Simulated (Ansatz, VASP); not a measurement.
# Cross-check of CoSi2 between VASP and Ansatz, part 2 of 2

Aim: how closely do two programs agree when they are given the same cell, functional and k mesh? The cell is taken from a series of runs on this material, whose earlier steps may have relaxed, scaled, displaced or heated it; both programs get it as it stands.

VASP 6.6.1 and Ansatz 0.2.0.

So far: The structure; VASP: zone-centre phonons, PBEsol.

## Step 3: Ansatz: zone-centre phonons, PBEsol

Level of this step: Ansatz beside VASP: Kohn-Sham DFT, plane waves, PBEsol (Ansatz).

Ansatz runs on its PAW soft_1 files.

The same cell, functional, mesh and smearing now go to Ansatz, which takes its cutoff from its data sets.

The input, input.yaml:

```yaml
crystal:
  lattice:
    - [0.0, 2.6020501143, 2.6020501143]
    - [2.6020501143, 0.0, 2.6020501143]
    - [2.6020501143, 2.6020501143, 0.0]
  atoms:
    - { symbol: Si, position: [0.25, 0.25, 0.25] }
    - { symbol: Si, position: [0.75, 0.75, 0.75] }
    - { symbol: Co, position: [0.0, 0.0, 0.0] }
kpoints:
  mp_grid: { grid: [16, 16, 16] }
hamiltonian:
  xc: pbesol
  pseudopotentials: { kind: paw, azcp: { folder: soft_1 }, xc_functional: pbe }
scf:
  occupations: { method: methfessel_paxton, width: 0.2 }
output:
  eigenvalues: true
phonons:
  method: dfpt
```

Started as:

```
> ansatz run input.yaml --threads 4 --pin off --max-ram 10240MiB --backend cpu --events-out ev --progress --plain --runs-dir out
```

Numbers of over 12 decimals in the logs are rounded to 6 here.

The program printed:

```text
zone centre: on kpoints.mp_grid the ground state, and the responses unless they are solved on pairs of k-points, stand on 349 of the mesh's 4096 k-points, reduced under 8 symmetry operations, with k and −k counted as one. Each operation leaves every solved displacement unchanged or reverses it
Engine: ansatz 0.2.0, x86_64-unknown-linux-gnu
Pseudopotentials: kind: paw
Pseudopotential: Si, paw, valence charge 4, recommended cutoff 420 eV (normal), soft_1/Si.paw.azcp
Pseudopotential: Co, paw, valence charge 17, recommended cutoff 420 eV (normal), soft_1/Co.paw.azcp
Functional definition: PBEsol
  exchange = pbesol_x
  correlation = pbesol_c
Crystal: 3 atoms, lattice volume = 35.235 Å³
Basis set: ecut = 420 eV, 701 PW (Γ), exchange–correlation on 50×50×50 points (8 copies of the dense FFT grid, shifted against one another)
Bands: 17, of which v1, the nominal top of the filled ones, is band 13 counted from 1 (12 counted from 0)
Symmetry: 48 space group operations
k-points: 349 of 4096 (irreducible under 8 space group operations, time reversal used)
Non-local potential: Si, projectors of the file, l = 0: 2, l = 1: 2, l = 2: 1
Non-local potential: Co, projectors of the file, l = 0: 3, l = 1: 2, l = 2: 3, l = 3: 1
PAW form: soft (Blöchl's): semilocal exchange-correlation on the pseudo side does not see the compensation charge
PAW frozen core: Si, regenerated for the run's functional, and the local potential with it (the file was generated under x = pbe(κ = 0.804, μ = 0.219515), c = pbe(β = 0.066725))
PAW frozen core: Co, regenerated for the run's functional, and the local potential with it (the file was generated under x = pbe(κ = 0.804, μ = 0.219515), c = pbe(β = 0.066725))
PAW one-centre angular grid: Si, 110 points (default); XC on 64 Gauss nodes
PAW one-centre angular grid: Co, 590 points (default); XC on 64 Gauss nodes
Initial density: superposition of atomic densities (chi_scale 0.1, normalization cell, long waves kept (reshape's long-wave potential 0.00 eV rms))
Initial wavefunctions: pseudopotential atomic-orbital guess
Functional: x = pbesol(κ = 0.804, μ = 0.123457), c = pbesol(β = 0.046)
SCF iter   1: F=—  HF=-6338.781932 eV  |F-HF|=—  |Δ(HF+E_count)|=         —  Δρ=1.32e-1  dr2=6.95e0  ethr=3.10e-3  ⟨swp⟩=5.1  Hψ=30329  notcnv=0
preconditioner: auto → Kerker (q_TF=auto, 2.577 Å⁻¹)  [metal: Δε(μ)=0.029 eV  Ē_g=9.352 eV  σ=0.200 eV  W_gap=0.12  n_scr=14 (ndim 8)  ℏωp=25.8 eV  f_vac=0.000  D(μ)=0.85/eV (n_scr^D=8)]
SCF iter   2: F=—  HF=-6338.113501 eV  |F-HF|=—  |Δ(HF+E_count)|=   6.68e-1  S|Δr|=    0.00e0  Δρ=5.95e-2  dr2=1.90e0  ethr=3.10e-3  ⟨swp⟩=2.6  Hψ=12167  notcnv=0  defer=79
SCF iter   3: F=—  HF=-6337.658562 eV  |F-HF|=—  |Δ(HF+E_count)|=   4.55e-1  S|Δr|=    0.00e0  Δρ=2.12e-2  dr2=2.15e-1  ethr=3.10e-3  ⟨swp⟩=2.2  Hψ=10320  notcnv=0  defer=79
SCF iter   4: F=—  HF=-6337.631178 eV  |F-HF|=—  |Δ(HF+E_count)|=   2.74e-2  S|Δr|=    0.00e0  Δρ=9.63e-3  dr2=2.31e-2  ethr=8.61e-4  ⟨swp⟩=1.4  Hψ=8807  notcnv=0  defer=77
SCF iter   5: F=—  HF=-6337.630818 eV  |F-HF|=—  |Δ(HF+E_count)|=   3.60e-4  S|Δr|=    0.00e0  Δρ=3.28e-3  dr2=4.78e-3  ethr=9.25e-5  ⟨swp⟩=1.1  Hψ=6143  notcnv=0  defer=75
SCF iter   6: F=—  HF=-6337.630136 eV  |F-HF|=—  |Δ(HF+E_count)|=   6.82e-4  S|Δr|=    0.00e0  Δρ=9.12e-4  dr2=4.50e-4  ethr=1.91e-5  ⟨swp⟩=1.0  Hψ=5931  notcnv=0  defer=75
SCF iter   7: F=—  HF=-6337.630099 eV  |F-HF|=—  |Δ(HF+E_count)|=   3.74e-5  S|Δr|=    0.00e0  Δρ=1.28e-4  dr2=9.80e-6  ethr=1.80e-6  ⟨swp⟩=2.2  Hψ=8836  notcnv=0  defer=75
SCF iter   8: F=—  HF=-6337.630097 eV  |F-HF|=—  |Δ(HF+E_count)|=   1.21e-6  S|Δr|=    0.00e0  Δρ=1.21e-5  dr2=7.25e-8  ethr=3.92e-8  ⟨swp⟩=2.1  Hψ=7609  notcnv=0  defer=75
SCF iter   9: F=—  HF=-6337.630097 eV  |F-HF|=—  |Δ(HF+E_count)|=   5.75e-7  S|Δr|=    0.00e0  Δρ=2.43e-6  dr2=1.89e-9  ethr=2.90e-10  ⟨swp⟩=2.0  Hψ=8773  notcnv=0  defer=75
SCF iter  10: F=-6337.630097 eV  HF=-6337.630097 eV  |F-HF|=4.55e-12  |Δ(HF+E_count)|=  2.26e-10  S|Δr|=    0.00e0  Δρ=1.75e-7  dr2=5.30e-12  ethr=1.00e-12  ⟨swp⟩=5.9  Hψ=31996  notcnv=0
SCF 1 converged in 10 iterations: F = -6337.630097 eV  dr2 = 5.30e-12
  greatest PAW one-centre occupation: 1.001 electrons in one spin orbital (limit 2), on the Co atom at site 2 (counted from 0), in its partial waves of l = 1
DFPT response loops at Γ: preconditioner auto → Kerker (q_TF=auto, 2.577 Å⁻¹) (partly filled bands, converged f_vac=0.000); β = 1.00, the filter's whole step (`scf.mixing.beta` (0.50) is not read by the response loops under this deck's `scf.mixing.preconditioner`; to damp them name `kerker` or `kerker_dos`, under which they read `scf.mixing.beta`, and type it under 1.00, their step now; both keys bind the ground state too); Broyden in place of MSR1
SCF converged after 10 iterations
Stability not checked: this state was not tested for a lower state beside it, because cold or Methfessel-Paxton smearing, or corrected tetrahedra, fill the levels in a way that the test cannot read (fill_not_monotonic; see scf.lower_state_search)
Free energy (F): -6337.630097 eV
Harris-Foulkes:  -6337.630097 eV  (|F-HF|=4.55e-12)
Internal energy: -6337.630737 eV  (E = F + TS)
E sigma→0 (E₀):  -6337.630257 eV
Entropy (-TS):   0.000641 eV (0.214 meV/atom)
Fermi energy:    14.196799 eV
--- Per-component energies (eV) ---
  E_band       = -255.522873
  E_kinetic    = 390.591999
  E_local      = -3811.670658  (includes V_loc(G=0)·N_el)
  E_nonlocal   = 482.756699
  E_hartree    = 1734.781476
  E_xc         = -210.825886
  E_vxc        = -223.790181  (∫ρ·V_xc dr)
  E_paw        = -2537.356404  (= ΣΔE_a)
  E_vpaw       = -562.973656  (= ΣTr[D̂ρ^β])
  E_aug_tail   = 0.000026  (compensation charges beyond the density's cutoff)
  E_ewald      = -2386.159530
  E_core_change = 0.251541  (= ΣΔE_core)
  E_smearing   = 0.000641  (= −TS)
  E_closure    = 0.000000  (closes the sum)
  Σ components = -6337.630097   (vs F -6337.630097, Δ=0.00e0)
--- Band table (eV; the first three rows and the last of 349) ---
  k-point 0: bands = [... 9 lower, 12.0059, 15.8795, 17.6534, 17.6534, 17.6534, 18.0186, 18.0186, 18.0186]
  k-point 1: bands = [... 9 lower, 11.9852, 15.8520, 16.6877, 17.2184, 17.2184, 18.4976, 18.4976, 19.0932]
  k-point 2: bands = [... 9 lower, 11.9332, 15.1101, 16.5040, 16.6610, 16.6610, 19.0315, 19.0315, 19.6327]
  k-point 348: bands = [... 9 lower, 11.6518, 11.9982, 12.5440, 13.4499, 18.2598, 18.2598, 20.0854, 21.1196]
--- Phonons (Γ-DFPT): 2 representative perturbations + reference, on 349 of 4096 k-points (Σ response iterations 6) ---
  k mesh reduced under 8 symmetry operations, with k and −k counted as one. Each operation leaves every solved displacement unchanged or reverses it
  ASR residual: 4.486e-5 → 0.000e0 eV/Å²; symmetrization residual: 2.649e-7 eV/Å²
  ASR residual per site (eV/Å²): 4.49e-5 4.49e-5 1.30e-5
  Γ frequencies (cm⁻¹): 0.00 0.00 0.00 385.14 385.14 385.14 385.49 385.49 385.49
  non-analytic LO–TO correction: not included (Born effective charges unavailable; polar crystals: no LO–TO splitting at Γ)
```

The column dr2 measures how far the density is from self-consistency, as an energy; F and HF (Harris–Foulkes) agree once it is small.

## Step 4: Differences

Known differences besides the potentials themselves: the data sets hold 25 valence electrons in Ansatz (on its PAW soft_1 files) and 17 in VASP; the cutoff is 420 eV in Ansatz and 600 eV in VASP; Ansatz makes its cores anew for this functional, VASP keeps those of its PBE data sets. Total energies have different zeros and are not compared.

The two programs side by side:

```tsv
quantity	Ansatz	VASP	difference
optical mode 1 to 3 (cm⁻¹)	385.1	386.2	-0.29 %
optical mode 4 to 6 (cm⁻¹)	385.5	387.9	-0.62 %
```

Modes are paired by rising frequency, not by their patterns, so a pair may set unlike modes beside each other; they are those without the splitting of longitudinal modes.

## Step 5: Outcome

- r.m.s. difference of the optical zone-centre modes, each program's sorted by frequency (zone-centre phonons, PBEsol): 1.9 cm⁻¹
- difference in optical mode 4 to 6 (zone-centre phonons, PBEsol): -0.6 %

The r.m.s. difference of the optical zone-centre modes, each program's sorted by frequency is 1.9 cm⁻¹ (zone-centre phonons, PBEsol). The data sets hold unlike numbers of valence electrons (25 in Ansatz and 17 in VASP), so part of the differences comes from the potentials. Among the rows given in per cent, the largest difference of the zone-centre phonons, PBEsol pair is in optical mode 4 to 6, -0.6 %. Such differences can come from data sets, numerical settings and the points named under the comparisons, not from the functional's error against experiment.

[Lines on the potential files, build, host, timing and source positions are cut from VASP's logs without a mark.]

[Logs are printed without paths, hosts, clocks, repeated set-up lines and the standing remarks that a program may print on its own settings, such as how far it seeks lower states.]

[Hosts, paths, dates, database ids (printed as entryN), source tags and the programs' standing remarks are cut or masked in the printed files.]
